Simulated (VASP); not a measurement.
Output of a VASP run:

OSZICAR:
```
       N       E                     dE             d eps       ncg     rms          rms(c)
DAV:   1     0.289687319716E+02    0.28969E+02   -0.70914E+03  1050   0.104E+03
DAV:   2    -0.224668599045E+02   -0.51436E+02   -0.48808E+02  1279   0.219E+02
DAV:   3    -0.241356425353E+02   -0.16688E+01   -0.16570E+01  1335   0.345E+01
DAV:   4    -0.241489064536E+02   -0.13264E-01   -0.13228E-01  1183   0.309E+00
DAV:   5    -0.241490985390E+02   -0.19209E-03   -0.19193E-03  1373   0.284E-01    0.492E+01
DAV:   6    -0.211184158588E+02    0.30307E+01   -0.15738E+01  1163   0.277E+01    0.419E+01
DAV:   7    -0.210524900822E+02    0.65926E-01   -0.62189E-01  1190   0.725E+00    0.269E+01
DAV:   8    -0.210375477826E+02    0.14942E-01   -0.13088E-01  1175   0.334E+00    0.583E+00
DAV:   9    -0.210283051641E+02    0.92426E-02   -0.51678E-02  1205   0.156E+00    0.147E+00
DAV:  10    -0.210279070851E+02    0.39808E-03   -0.24947E-03  1220   0.446E-01    0.198E-01
DAV:  11    -0.210279223520E+02   -0.15267E-04   -0.10008E-04  1284   0.105E-01    0.653E-02
DAV:  12    -0.210279189080E+02    0.34440E-05   -0.11438E-05  1237   0.301E-02    0.199E-02
DAV:  13    -0.210279187796E+02    0.12835E-06   -0.45601E-07   646   0.739E-03
   1 F= -.21027919E+02 E0= -.21014746E+02  d E =-.263454E-01
```

### OUTCAR
```
------------------------ aborting loop because EDIFF is reached ----------------------------------------
  FORCE on cell =-STRESS in cart. coord.  units (eV):
  Direction    XX          YY          ZZ          XY          YZ          ZX
  --------------------------------------------------------------------------------------
  Total        0.5018853      0.5018853      0.5018853     -0.0000000      0.0000000      0.0000000
  in kB       34.8305042     34.8305042     34.8305042     -0.0000000      0.0000000      0.0000000
  external PRESSURE =      34.8305042 kB  Pullay stress =       0.0000000 kB
  volume of cell :       23.09
      direct lattice vectors                 reciprocal lattice vectors
     0.000000000  2.260000000  2.260000000    -0.221238938  0.221238938  0.221238938
     2.260000000  0.000000000  2.260000000     0.221238938 -0.221238938  0.221238938
     2.260000000  2.260000000  0.000000000     0.221238938  0.221238938 -0.221238938
 POSITION                                       TOTAL-FORCE (eV/Angst)
 -----------------------------------------------------------------------------------
      0.00000      0.00000      0.00000        -0.000000     -0.000000      0.000000
      2.26000      2.26000      2.26000         0.000000      0.000000     -0.000000
 -----------------------------------------------------------------------------------
    total drift:                                0.000000     -0.000000     -0.000000
  FREE ENERGIE OF THE ION-ELECTRON SYSTEM (eV)
  ---------------------------------------------------
  free  energy   TOTEN  =       -21.0279187796 eV

  energy  without entropy=      -21.0015733505  energy(sigma->0) =      -21.01474607
```
(Selected blocks of OUTCAR.)

### POSCAR
```
HfN
1
    0.0000000000     2.2600000000     2.2600000000
    2.2600000000     0.0000000000     2.2600000000
    2.2600000000     2.2600000000     0.0000000000
Hf N
1 1
Direct
  0.0000000000   0.0000000000   0.0000000000
  0.5000000000   0.5000000000   0.5000000000
```

Write an INCAR and KPOINTS that could have produced this output.

Several could match; the one computed here: the input of the run itself, PBE GGA + U (Dudarev), plane waves, VASP's PBE PAW potentials (set 64).

INCAR:
```
! general
SYSTEM   = HfN
PREC     = Accurate
ENCUT    = 400
LREAL    = .False.
LASPH    = .True.

! electronic loop
EDIFF    = 1E-6
NELM     = 100
ALGO     = Normal
LMAXMIX  = 6

! smearing
ISMEAR   = 0
SIGMA    = 0.272

! functional
GGA      = PE

! DFT+U
LDAU     = .True.
LDAUTYPE = 2
LDAUL    = 2 -1
LDAUU    = 1.0 0
LDAUJ    = 0 0

! ions
ISIF     = 2

! output
LWAVE    = .False.
LCHARG   = .False.
```

File KPOINTS:
```
Automatic
0
Gamma
  10 10 10
```

POTCAR, in this order: Hf_pv N (PBE.64 set). Program: vasp_std.

At this cut-off the stress carries a Pulay error, which pulls relaxed volumes low.

The structure is a typed HfN crystal (Fm-3m). The cell was not relaxed at this level. The run is one of a series of settings (LDAU = .TRUE., LDAUJ = 0 0, LDAUL = 2 -1, LDAUTYPE = 2, LDAUU = 1.0 0 against the base run), some of them coarse on purpose. The electron count is odd and the run is not spin-polarised, which forces a metal.
